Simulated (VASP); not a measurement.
VASP input:

INCAR:
```
ISIF = 3   ! ions, shape and volume
GGA = PS   ! PBEsol
LWAVE = .FALSE.
LASPH = .TRUE.
EDIFF = 1E-6
NELM = 100   ! most electronic steps
ISMEAR = 1   ! Methfessel-Paxton
LCHARG = .FALSE.
NSW = 60   ! most ionic steps
ENCUT = 400   ! plane-wave cut-off (eV)
SIGMA = 0.1   ! width (eV)
LREAL = .FALSE.
PREC = Accurate
LMAXMIX = 4   ! l cut-off of mixed one-centre charges
SYSTEM = Sn2Ge6
IBRION = 2   ! conjugate gradients
ALGO = Normal
EDIFFG = -0.02
```

### KPOINTS
```
Automatic mesh
0
Gamma
8 8 2
0 0 0
```

POSCAR:
```
Sn2Ge6
1.0
  0.0000000000   2.9437642415   2.9437642415
  2.9437642415   0.0000000000   2.9437642415
 11.8027689754  11.8027689754  -0.0277120096
Sn Ge
2 6
Cart
 11.6784005328  11.6784005328   0.0966564327
  1.5979825640   1.5979825640   1.3457816778
  6.0610961125   6.0610961125   5.7139608529
  4.5109762684   4.5109762684   1.3765522145
  8.8800989461   8.8800989461   5.8387222616
  7.3400483921   7.3400483921   1.4912443320
  8.7654068283   8.7654068283   0.0658858961
 10.1590512258  10.1590512258   1.6160057407
```

POTCAR, in this order: Sn_d Ge_d (PBE.64 set). Program: vasp_std.

Question: Translate this PBEsol calculation to Ansatz.

Answer: One equivalent input (not run):
Ansatz 0.2 input:
```yaml
crystal:
  lattice:
    - [0.0000000, 2.9437642, 2.9437642]
    - [2.9437642, 0.0000000, 2.9437642]
    - [11.8027690, 11.8027690, -0.0277120]
  atoms:
    - { symbol: Sn, position: [0.0210497, 0.0210497, 0.9842127] }
    - { symbol: Sn, position: [0.2289503, 0.2289503, 0.0782873] }
    - { symbol: Ge, position: [0.9717957, 0.9717957, 0.2711532] }
    - { symbol: Ge, position: [0.2353309, 0.2353309, 0.3235019] }
    - { symbol: Ge, position: [0.9940846, 0.9940846, 0.5044366] }
    - { symbol: Ge, position: [0.2559154, 0.2559154, 0.5580634] }
    - { symbol: Ge, position: [0.0146691, 0.0146691, 0.7389981] }
    - { symbol: Ge, position: [0.2782043, 0.2782043, 0.7913468] }
kpoints:
  mp_grid: { grid: [8, 8, 2] }
hamiltonian:
  xc: pbesol
  pseudopotentials: { kind: paw }
scf:
  occupations: { method: methfessel_paxton, width: 0.1 }
  max_iter: 100
relax:
  max_steps: 60
  f_tol: 0.02
  cell: {}
output: { forces: true, stress: true, eigenvalues: true }
```
Limits of the translation: each code has its own PAW files, so the cut-off isn't converted (ENCUT is set for VASP's; basis.ecutwfc is left out, and Ansatz then takes the one that its files recommend); Ansatz stops its SCF on the density residual and VASP on the energy change (EDIFF).

The structure was generated: Sn2Ge6 was put into an ordered model structure (R-3m), which need not be its known phase. This run relaxes it. Symmetry was kept, so distortions that lower it aren't found. The start is the result of an earlier pass.
